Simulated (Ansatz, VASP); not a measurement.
## NbTe: VASP beside Ansatz

```xyz
2
Lattice="3.7030 0.0000 0.0000 -1.8515 3.2069 0.0000 0.0000 0.0000 3.6942" Properties=species:S:1:pos:R:3 pbc="T T T"
Te    1.8515    1.0690    0.0000
Nb    0.0000    0.0000    1.8471
```

The cell comes from a database or a generator and needn't be the stable form of this composition.

Alike in both runs: task single point; functional LDA; k mesh 8 × 8 × 7; occupations fermi-dirac, width 0.05 eV; no spin polarisation.

|  | VASP | Ansatz |
| --- | --- | --- |
| version | VASP 6.6.1 | Ansatz 0.2.0 |
| potentials or method | VASP PAW LDA potentials, release 64 (Te, Nb_sv) | Ansatz PAW |
| plane-wave cutoff (eV) | 520 | 420 |
| valence electrons in the cell | 19 | 29 |

VASP gave:

- gap on the k mesh at the Fermi level (eV): none
- pressure (GPa): -7.5
- largest component of the traceless stress (GPa): 0.51

Estimate Ansatz's values.

gap on the k mesh at the Fermi level (eV): none; pressure (GPa): -7.5; largest component of the traceless stress (GPa): 0.48.

A gap of «none» marks a metal or a gap that the smearing closes. The two sets of potentials don't hold the same shells in valence.

Caveats: the PAW data sets come from PBE, with cores solved anew for the run's functional, which leaves a small shift of forces and pressure (Ansatz). Spin-orbit coupling is left out, which matters for the levels of Te.
